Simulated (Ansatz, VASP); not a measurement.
**Cross-check of Na3Y between VASP and Ansatz**

Aim: how closely do two programs agree when they are given the same cell, functional and k mesh? The cell is generated by rule, not measured, and may not be a known phase. The cell is taken from a series of runs on this material, whose earlier steps may have relaxed, scaled, displaced or heated it; both programs get it as it stands.

Main program and level: Ansatz 0.2.0; plane waves, with VASP 6.6.1 beside it; relaxation of cell and atoms at LDA.

The structure was built from a prototype and need not be the compound's stable phase.

## 1. The structure

Symmetry: Fm-3m, No. 225, cubic system. Conventional cell: a = 7.932 Å, b = 7.932 Å, c = 7.932 Å, α = 90.00°, β = 90.00°, γ = 90.00°. Na has 4 Na at 3.43 Å and 4 Y at 3.43 Å nearest. Na has 8 Na at 3.43 Å nearest. Nearest to Y lie 8 Na at 3.43 Å. Farther neighbours are not listed.

## 2. Ansatz: relaxation of cell and atoms, LDA

Ansatz runs on its default PAW (the set named soft_2) files.

The relaxed volume is the usual yardstick between codes: in a stiff, nearly cubic crystal its relative difference is about their pressure difference at one cell divided by the bulk modulus.

Contents of input.yaml:

```yaml
crystal:
  lattice:
    - [0.0, 3.9657817518, 3.9657817518]
    - [3.9657817518, 0.0, 3.9657817518]
    - [3.9657817518, 3.9657817518, 0.0]
  atoms:
    - { symbol: Na, position: [0.75, 0.75, 0.75] }
    - { symbol: Na, position: [0.5, 0.5, 0.5] }
    - { symbol: Na, position: [0.25, 0.25, 0.25] }
    - { symbol: "Y", position: [0.0, 0.0, 0.0] }
kpoints:
  mp_grid: { grid: [10, 10, 10] }
hamiltonian:
  xc: lda
scf:
  occupations: { method: gaussian, width: 0.1 }
output:
  forces: true
  stress: true
  eigenvalues: true
relax:
  adjacent_minimum: "off"
  f_tol: 0.005
  max_steps: 80
  cell: { stress_tol: 0.05 }
```

On the command line:

```bash
ansatz run input.yaml --threads 8 --pin off --max-ram 14336MiB --backend cpu --events-out ev --progress --plain --runs-dir out
```

Numbers of over 12 decimals in the logs are rounded to 6 here.

Output:

```text
Engine: ansatz 0.2.0, x86_64-unknown-linux-gnu
Pseudopotentials: kind: paw
Pseudopotential: Na, paw, valence charge 9, recommended cutoff 420 eV (normal), Na.paw.azcp
Pseudopotential: Y, paw, valence charge 11, recommended cutoff 420 eV (normal), Y.paw.azcp
Functional definition: SPW92
  exchange = slater_x
  correlation = pw_c
Crystal: 4 atoms, lattice volume = 124.743 Å³
Basis set: ecut = 420 eV, 2421 PW (Γ)
Bands: 23, of which v1, the nominal top of the filled ones, is band 19 counted from 1 (18 counted from 0)
Symmetry: 48 space group operations
Space group: Fm-3m (ITA 225), of the structure as read, at distance tolerance 5.0e-5 Å
k-points: 47 of 1000
Non-local potential: Na, projectors of the file, l = 0: 3, l = 1: 2, l = 2: 1
Non-local potential: Y, projectors of the file, l = 0: 3, l = 1: 2, l = 2: 2, l = 3: 1
PAW form: soft (Blöchl's): semilocal exchange-correlation on the pseudo side does not see the compensation charge
PAW frozen core: Na, regenerated for the run's functional, and the local potential with it (the file was generated under x = pbe(κ = 0.804, μ = 0.219515), c = pbe(β = 0.066725))
PAW frozen core: Y, regenerated for the run's functional, and the local potential with it (the file was generated under x = pbe(κ = 0.804, μ = 0.219515), c = pbe(β = 0.066725))
PAW one-centre angular grid: Na, 110 points (default); XC on 64 Gauss nodes
PAW one-centre angular grid: Y, 590 points (default); XC on 64 Gauss nodes
Initial density: superposition of atomic densities (neutral atoms: chi_scale 0, normalization atom), corrected by the library's trained network
Initial wavefunctions: pseudopotential atomic-orbital guess
Functional: x = slater, c = lda
SCF iter   1: F=—  HF=-8143.808760 eV  |F-HF|=—  |Δ(HF+E_count)|=         —  Δρ=6.18e-3  dr2=2.72e-2  ethr=1.77e-3  ⟨swp⟩=5.1  Hψ=3990  notcnv=0
preconditioner: auto → Kerker (q_TF=auto, 2.238 Å⁻¹)  [metal: Δε(μ)=0.013 eV  Ē_g=2.038 eV  σ=0.100 eV  W_gap=0.07  n_scr=14 (ndim 8)  ℏωp=8.1 eV  f_vac=0.000  D(μ)=4.21/eV (n_scr^D=26)]
SCF iter   2: F=—  HF=-8143.796112 eV  |F-HF|=—  |Δ(HF+E_count)|=   1.26e-2  Δρ=1.99e-3  dr2=4.91e-3  ethr=7.16e-5  ⟨swp⟩=2.0  Hψ=2094  notcnv=0
SCF iter   3: F=—  HF=-8143.795555 eV  |F-HF|=—  |Δ(HF+E_count)|=   5.56e-4  Δρ=6.80e-4  dr2=1.07e-3  ethr=1.29e-5  ⟨swp⟩=2.9  Hψ=1979  notcnv=0
SCF iter   4: F=—  HF=-8143.795460 eV  |F-HF|=—  |Δ(HF+E_count)|=   9.51e-5  Δρ=1.71e-4  dr2=1.09e-4  ethr=2.81e-6  ⟨swp⟩=2.0  Hψ=1216  notcnv=0
SCF iter   5: F=—  HF=-8143.795417 eV  |F-HF|=—  |Δ(HF+E_count)|=   4.29e-5  Δρ=6.07e-5  dr2=1.05e-5  ethr=2.86e-7  ⟨swp⟩=2.0  Hψ=1212  notcnv=0
SCF iter   6: F=—  HF=-8143.795415 eV  |F-HF|=—  |Δ(HF+E_count)|=   2.13e-6  Δρ=1.60e-5  dr2=5.32e-7  ethr=2.75e-8  ⟨swp⟩=2.0  Hψ=1218  notcnv=0
SCF iter   7: F=-8143.795415 eV  HF=-8143.795415 eV  |F-HF|=5.69e-9  |Δ(HF+E_count)|=   2.67e-8  Δρ=4.69e-6  dr2=2.06e-8  ethr=2.63e-10  ⟨swp⟩=5.8  Hψ=3941  notcnv=0
SCF 1 converged in 7 iterations: F = -8143.795415 eV  dr2 = 2.06e-8
  greatest PAW one-centre occupation: 0.999 electrons in one spin orbital (limit 2), on the Na atom at site 2 (counted from 0), in its partial waves of l = 0
relax step   1: F+E_penalty+E_count = -8143.79541522 eV  Δ(F+E_penalty+E_count) = +0.000e0 eV  max|allowed force component| = 9.396e-19 eV/Å  Δτ_max = 0.0000 Å  P = -0.015 GPa  Ω = 124.743 Å³  (7 SCF iters, dr2 threshold 1.00e-7 eV, accepted)
Initial density: handed on by an earlier stage of this run
Initial wavefunctions: pseudopotential atomic-orbital guess (no wavefunctions were taken with the density)
iter 1 solved again at ethr=2.42e-9 eV; its pass at ethr=3.10e-3 eV (dr2=9.18e-7 eV) is discarded
SCF iter   1: F=—  HF=-8143.795415 eV  |F-HF|=—  |Δ(HF+E_count)|=         —  Δρ=4.70e-6  dr2=2.06e-8  ethr=2.42e-9  ⟨swp⟩=4.0  Hψ=7831  notcnv=0
preconditioner: auto → Kerker (q_TF=auto, 2.238 Å⁻¹)  [metal: Δε(μ)=0.035 eV  Ē_g=2.072 eV  σ=0.100 eV  W_gap=0.19  n_scr=14 (ndim 8)  ℏωp=8.1 eV  f_vac=0.000  D(μ)=4.12/eV (n_scr^D=26)]
SCF iter   2: F=—  HF=-8143.795415 eV  |F-HF|=—  |Δ(HF+E_count)|=   1.24e-8  Δρ=2.44e-6  dr2=8.37e-9  ethr=5.41e-11  ⟨swp⟩=2.1  Hψ=1937  notcnv=0
SCF iter   3: F=—  HF=-8143.795415 eV  |F-HF|=—  |Δ(HF+E_count)|=  6.50e-10  Δρ=9.37e-7  dr2=1.35e-9  ethr=2.20e-11  ⟨swp⟩=1.2  Hψ=1092  notcnv=0
SCF iter   4: F=-8143.795415 eV  HF=-8143.795415 eV  |F-HF|=0.00e0  |Δ(HF+E_count)|=  1.66e-10  Δρ=1.15e-7  dr2=1.88e-11  ethr=1.00e-12  ⟨swp⟩=3.1  Hψ=4302  notcnv=0
SCF 2 converged in 4 iterations: F = -8143.795415 eV  dr2 = 1.88e-11
relax step   2: F+E_penalty+E_count = -8143.79541522 eV  Δ(F+E_penalty+E_count) = -3.920e-9 eV  max|allowed force component| = 1.590e-18 eV/Å  Δτ_max = 0.0000 Å  P = -0.015 GPa  Ω = 124.743 Å³  stress off target by 1.46e-2 GPa  SCF on the basis re-selected at this cell (its energy is not comparable with the rows above)  (4 SCF iters)
basis re-selected at this cell: Δ(F+E_penalty+E_count) = -3.920e-9 eV, ΔP = -0.000 GPa vs the last step (what re-selecting the basis moved, of the pressure what is left beyond the Pulay correction that the steps carried, after the strain that the cell walked since its last selection, with what the two solves' SCF thresholds leave and, on support functions, any second-order correction that the steps lacked; it is no m [...]
SCF converged after 4 iterations
Free energy (F): -8143.795415 eV
Harris-Foulkes:  -8143.795415 eV  (|F-HF|=0.00e0)
Internal energy: -8143.774810 eV  (E = F + TS)
E sigma→0 (E₀):  -8143.785112 eV
Entropy (-TS):   -0.020606 eV (-5.151 meV/atom)
Fermi energy:    4.129904 eV
--- Per-component energies (eV) ---
  E_band       = -828.158514
  E_kinetic    = 664.225727
  E_local      = -4778.344094  (includes V_loc(G=0)·N_el)
  E_nonlocal   = 404.866152
  E_hartree    = 1700.681271
  E_xc         = -282.534933
  E_vxc        = -342.735483  (∫ρ·V_xc dr)
  E_paw        = -3458.261292  (= ΣΔE_a)
  E_vpaw       = -177.533318  (= ΣTr[D̂ρ^β])
  E_aug_tail   = -0.000038  (compensation charges beyond the density's cutoff)
  E_ewald      = -2395.159858
  E_core_change = 0.752256  (= ΣΔE_core)
  E_smearing   = -0.020606  (= −TS)
  E_closure    = 0.000000  (closes the sum)
  Σ components = -8143.795415   (vs F -8143.795415, Δ=0.00e0)
--- Forces (eV/Å), atoms counted from 1 ---
  atom   1  Na     0.00000000     0.00000000    -0.00000000
  atom   2  Na     0.00000000     0.00000000     0.00000000
  atom   3  Na     0.00000000     0.00000000     0.00000000
  atom   4  Y     -0.00000000     0.00000000    -0.00000000
  max |Σ_I F_I| component: 3.47e-18 eV/Å
--- Stress (GPa, compression-positive) ---
       -0.014594       0.000000       0.000000
        0.000000      -0.014594       0.000000
        0.000000       0.000000      -0.014594
  P = ⅓ Tr σ = -0.0146 GPa (-0.146 kbar)
--- Band table (eV; the first three rows and the last of 47) ---
  k-point 0: bands = [... 15 lower, -19.7856, 0.1402, 4.3055, 4.3055, 4.3055, 4.8818, 4.8818, 7.1681]
  k-point 1: bands = [... 15 lower, -19.7853, 0.2208, 4.2123, 4.3313, 4.3313, 4.8515, 4.8515, 6.7430]
  k-point 2: bands = [... 15 lower, -19.7846, 0.4592, 3.9300, 4.3675, 4.3675, 4.8324, 4.8324, 5.9936]
  k-point 46: bands = [... 15 lower, -19.7787, 2.7199, 3.0836, 3.2312, 3.2778, 5.0694, 5.2301, 5.3289]
--- Relaxed structure (1 steps of the walk, 1 accepted, 1 SCFs on fresh bases) ---
  F+E_penalty+E_count = -8143.79541522 eV   max|allowed force component| = 1.590e-18 eV/Å   (the final SCF, on the basis selected at the relaxed cell)
  cell:  # Å, volume = 124.7431 Å³
    - [0.0, 3.9657817518, 3.9657817518]
    - [3.9657817518, 0.0, 3.9657817518]
    - [3.9657817518, 3.9657817518, 0.0]
  atoms:
    - { symbol: Na, position: [0.75, 0.75, 0.75] }
    - { symbol: Na, position: [0.5, 0.5, 0.5] }
    - { symbol: Na, position: [0.25, 0.25, 0.25] }
    - { symbol: Y, position: [0.0, 0.0, 0.0] }
```

## 3. VASP: relaxation of cell and atoms, LDA

The same cell, functional (in two slightly different forms), mesh and smearing now go to VASP, with its own data sets.

Lines of VASP's logs that name or quote its potential files are left out, and so is its time.

Contents of INCAR:

```
SYSTEM = Na3Y
PREC = Accurate
ENCUT = 500
EDIFF = 1E-07
NELM = 120
ISMEAR = 0
SIGMA = 0.1
LREAL = .FALSE.
ALGO = Normal
GGA = CA
NBANDS = 22
LASPH = .TRUE.
LORBIT = 11
LWAVE = .FALSE.
LCHARG = .FALSE.
ISIF = 3
IBRION = 2
NSW = 80
EDIFFG = -0.005
GGA_COMPAT = .FALSE.
NELMIN = 4
KPAR = 2
```

Contents of POSCAR:

```
Na3Y
1.0
    0.0000000000      3.9657820000      3.9657820000
    3.9657820000      0.0000000000      3.9657820000
    3.9657820000      3.9657820000      0.0000000000
Na Y
3 1
Direct
    0.7500000000      0.7500000000      0.7500000000
    0.5000000000      0.5000000000      0.5000000000
    0.2500000000      0.2500000000      0.2500000000
    0.0000000000      0.0000000000      0.0000000000
```

Contents of KPOINTS:

```
Automatic mesh
0
Gamma
10 10 10
0 0 0
```

The projector-augmented-wave data sets are Na_pv and Y_sv (LDA family, release 64).

On the command line:

```bash
mpirun -np 2 vasp_std
```

Output:

```text
[banner, memory and clock lines left out]
running    2 mpi-ranks, on    1 nodes
 distrk:  each k-point on    1 cores,    2 groups
 distr:  one band on    1 cores,    1 groups

 POSCAR found type information on POSCAR NaY
 POSCAR found :  2 types and       4 ions
 LDA part: xc-table for (Slater(with rela. corr.)+CA(PZ))
 , standard interpolation
 POSCAR, INCAR and KPOINTS ok, starting setup
 FFT: planning ... GRIDC
 FFT: planning ... GRID_SOFT
 FFT: planning ... GRID
 WAVECAR not read
 entering main loop
       N       E                     dE             d eps       ncg     rms          rms(c)
DAV:   1     0.252935002269E+03    0.25294E+03   -0.16439E+04  2068   0.145E+03
DAV:   2     0.431408746221E+01   -0.24862E+03   -0.24303E+03  2158   0.388E+02
DAV:   3    -0.950493564121E+01   -0.13819E+02   -0.13255E+02  2838   0.101E+02
DAV:   4    -0.104243164058E+02   -0.91938E+00   -0.90673E+00  3272   0.172E+01
DAV:   5    -0.104418443780E+02   -0.17528E-01   -0.17361E-01  2650   0.184E+00    0.153E+01
DAV:   6    -0.976197293296E+01    0.67987E+00   -0.12932E+00  2872   0.340E+00    0.106E+01
DAV:   7    -0.975142358210E+01    0.10549E-01   -0.10388E+00  2760   0.338E+00    0.202E+00
DAV:   8    -0.974473945990E+01    0.66841E-02   -0.57269E-01  2488   0.489E+00    0.142E+00
DAV:   9    -0.973802824165E+01    0.67112E-02   -0.30626E-01  2526   0.240E+00    0.130E+00
DAV:  10    -0.971958529731E+01    0.18443E-01   -0.57513E-02  2822   0.327E+00    0.261E-01
DAV:  11    -0.972123493329E+01   -0.16496E-02   -0.19157E-02  2498   0.898E-01    0.127E-01
DAV:  12    -0.972104728042E+01    0.18765E-03   -0.65646E-04  2660   0.211E-01    0.140E-01
DAV:  13    -0.972092307799E+01    0.12420E-03   -0.19737E-04  2894   0.878E-02    0.593E-02
DAV:  14    -0.972085424623E+01    0.68832E-04   -0.42422E-04  2960   0.132E-01    0.169E-02
DAV:  15    -0.972085674933E+01   -0.25031E-05   -0.50045E-05  2534   0.556E-02    0.188E-02
DAV:  16    -0.972085669941E+01    0.49918E-07   -0.24900E-06  2698   0.116E-02    0.101E-02
DAV:  17    -0.972085675556E+01   -0.56153E-07   -0.29603E-07  2496   0.541E-03
   1 F= -.97208568E+01 E0= -.97105340E+01  d E =-.972086E+01
 curvature:   0.00 expect dE= 0.000E+00 dE for cont linesearch  0.000E+00
 trial: gam= 0.00000 g(F)=  0.189E-48 g(S)=  0.588E-04 ort = 0.000E+00 (trialstep = 0.100E+01)
 search vector abs. value=  0.588E-04
 bond charge predicted
       N       E                     dE             d eps       ncg     rms          rms(c)
DAV:   1    -0.972134408938E+01   -0.48739E-03   -0.10847E-02  2844   0.131E+00    0.135E-01
DAV:   2    -0.972099789523E+01    0.34619E-03   -0.92193E-04  2540   0.253E-01    0.750E-02
DAV:   3    -0.972089383270E+01    0.10406E-03   -0.55986E-04  3532   0.153E-01    0.397E-02
DAV:   4    -0.972089320939E+01    0.62331E-06   -0.33650E-05  2628   0.450E-02    0.242E-02
DAV:   5    -0.972089655124E+01   -0.33419E-05   -0.11938E-05  3938   0.253E-02    0.108E-02
DAV:   6    -0.972089669650E+01   -0.14525E-06   -0.24848E-06  2236   0.139E-02    0.234E-03
DAV:   7    -0.972089663154E+01    0.64959E-07   -0.26147E-07  1966   0.356E-03
   2 F= -.97208966E+01 E0= -.97105793E+01  d E =-.398760E-04
 trial-energy change:   -0.000040  1 .order   -0.000043   -0.000059   -0.000028
 step:   1.9207(harm=  1.9207)  dis= 0.00000  next Energy=    -9.720913 (dE=-0.565E-04)
 reached required accuracy - stopping structural energy minimisation
```

OUTCAR, selected parts (step 3):

```text
ion  position               nearest neighbor table
   1  0.750  0.750  0.750-   4 3.43   4 3.43   4 3.43   4 3.43
   2  0.500  0.500  0.500-
   3  0.250  0.250  0.250-   4 3.43   4 3.43   4 3.43   4 3.43
   4  0.000  0.000  0.000-   1 3.43   1 3.43   1 3.43   1 3.43   3 3.43   3 3.43   3 3.43   3 3.43

  LATTYP: Found a face centered cubic cell.
 ALAT       =     7.9315640000

 Subroutine GETGRP returns: Found 48 space group operations
 (whereof 48 operations were pure point group operations)

The static configuration has the point symmetry O_h .

 Found     47 irreducible k-points:

   k-points           NKPTS =     47   k-points in BZ     NKDIM =     47   number of bands    NBANDS=     22

   dimension x,y,z NGX =    42 NGY =   42 NGZ =   42
   dimension x,y,z NGXF=    84 NGYF=   84 NGZF=   84

   ENCUT  =  500.0 eV  36.75 Ry    6.06 a.u.  10.23 10.23 10.23*2*pi/ulx,y,z

   NELECT =      32.0000    total number of electrons

 k-points in reciprocal lattice and weights: Automatic mesh
   0.00000000  0.00000000  0.00000000       0.001
   0.10000000  0.00000000  0.00000000       0.008
   0.20000000  0.00000000  0.00000000       0.008
   0.30000000  0.00000000  0.00000000       0.008
   0.40000000  0.00000000  0.00000000       0.008
   0.50000000  0.00000000  0.00000000       0.004
   0.10000000  0.10000000  0.00000000       0.006
   0.20000000  0.10000000  0.00000000       0.024
   0.30000000  0.10000000  0.00000000       0.024
[...]
-0.30000000  0.40000000  0.20000000       0.024
  -0.30000000  0.50000000  0.20000000       0.012

 average (electrostatic) potential at core
       1 -47.3070       2 -47.3601       3 -47.3070       4 -40.7887

 E-fermi :   1.2345

 k-point     1 :       0.0000    0.0000    0.0000
  band No.  band energies     occupation
    ...
     10     -22.9323      2.00000
     11     -22.6512      2.00000
     12     -22.6512      2.00000
     13     -22.6512      2.00000
     14      -2.7647      2.00000
     15       1.4086      0.01381
     16       1.4086      0.01381
     17       1.4086      0.01381
     18       1.9837      0.00000
     19       1.9837      0.00000
    ...

 k-point     2 :       0.1000    0.0000    0.0000
  band No.  band energies     occupation
    ...
     10     -22.9277      2.00000
     11     -22.6519      2.00000
     12     -22.6509      2.00000
     13     -22.6509      2.00000
     14      -2.6837      2.00000
     15       1.3157      0.25057
     16       1.4345      0.00467
     17       1.4345      0.00467
     18       1.9535      0.00000
     19       1.9535      0.00000
    ...

 k-point     3 :       0.2000    0.0000    0.0000
  band No.  band energies     occupation
    ...
     11     -22.6535      2.00000
     12     -22.6502      2.00000
     13     -22.6502      2.00000
     14      -2.4440      2.00000
     15       1.0344      1.99534
     16       1.4707      0.00084
     17       1.4707      0.00084
     18       1.9348      0.00000
     19       1.9348      0.00000
     20       3.1035      0.00000
    ...

  Total       -0.0193232     -0.0193232     -0.0193232      0.0000000     -0.0000000     -0.0000000
  in kB       -0.2485462     -0.2485462     -0.2485462      0.0000000     -0.0000000     -0.0000000
  external PRESSURE =      -0.2485462 kB  Pullay stress =       0.0000000 kB

  energy-cutoff  :      500.00
  volume of cell :      124.56
      direct lattice vectors                 reciprocal lattice vectors
    -0.000000000  3.963853956  3.963853956    -0.126139864  0.126139864  0.126139864
     3.963853956  0.000000000  3.963853956     0.126139864 -0.126139864  0.126139864
     3.963853956  3.963853956  0.000000000     0.126139864  0.126139864 -0.126139864

 POSITION                                       TOTAL-FORCE (eV/Angst)
 -----------------------------------------------------------------------------------
      5.94578      5.94578      5.94578        -0.000000     -0.000000     -0.000000
      3.96385      3.96385      3.96385         0.000000      0.000000      0.000000
      1.98193      1.98193      1.98193         0.000000      0.000000      0.000000
      3.96385      3.96385      7.92771         0.000000      0.000000      0.000000
 -----------------------------------------------------------------------------------
    total drift:                               -0.000000     -0.000000      0.000000

  FREE ENERGIE OF THE ION-ELECTRON SYSTEM (eV)
  ---------------------------------------------------
  free  energy   TOTEN  =        -9.7208966315 eV

  energy  without entropy=       -9.7002619820  energy(sigma->0) =       -9.71057931

 reached required accuracy - stopping structural energy minimisation

 total charge
# of ion       s       p       d       f       tot
--------------------------------------------------
    1        0.140   5.976   0.000   0.000   6.116
    2        0.110   5.974   0.000   0.000   6.084
    3        0.140   5.976   0.000   0.000   6.116
    4        2.284   6.113   0.812   0.001   9.210
--------------------------------------------------
tot          2.674  24.040   0.812   0.001  27.527

[... 3 further parts left out ...]
```

CONTCAR:

```
Na3Y
   1.00000000000000
    -0.0000000000000000    3.9638539560842756    3.9638539560842756
     3.9638539560842756    0.0000000000000000    3.9638539560842756
     3.9638539560842756    3.9638539560842756    0.0000000000000000
  Na              Y
     3     1
Direct
     0.7500000000000000    0.7500000000000000    0.7500000000000000
     0.5000000000000000    0.5000000000000000    0.5000000000000000
     0.2500000000000000    0.2500000000000000    0.2500000000000000
     1.0000000000000000    1.0000000000000000    0.0000000000000000
```

The run keeps the 48 symmetry operations of its start, so it cannot find a distortion of lower symmetry.

## 4. Side by side

Known differences besides the potentials themselves: the two LDA forms differ slightly; the data sets hold 38 valence electrons in Ansatz (on its default PAW (the set named soft_2) files) and 32 in VASP; the cutoff is 420 eV in Ansatz and 500 eV in VASP; VASP's log shows a relativistic correction to its local exchange, Ansatz's none; Ansatz adds a Pulay correction to the stress that steers its cell, VASP none. Total energies have different zeros and are not compared.

Both answers:

| quantity | Ansatz | VASP | difference |
| --- | --- | --- | --- |
| volume (Å³) | 124.74 | 124.56 | +0.15 % |
| edge a after relaxation, in the typed setting (Å) | 5.609 | 5.606 | +0.05 % |

## 5. What came out

```
difference in volume (relaxation of cell and atoms, LDA) : 0.15 %
```

In words: The difference in volume is 0.15 % (relaxation of cell and atoms, LDA), within the 1.2 % picked in this series as the mark of a large difference, as far as the stopping tolerances let one tell. The data sets hold unlike numbers of valence electrons (38 in Ansatz and 32 in VASP), so part of the differences comes from the potentials. 1 further run of this series is not shown here. How closely two codes agree says nothing of how well the functional describes the real material.

[Lines on the potential files, build, host, timing and source positions are cut from VASP's logs without a mark.]

[Logs are printed without paths, hosts, clocks, repeated set-up lines and the standing remarks that a program may print on its own settings, such as how far it seeks lower states.]

[Hosts, paths, dates, database ids (printed as entryN), source tags and the programs' standing remarks are cut or masked in the printed files.]
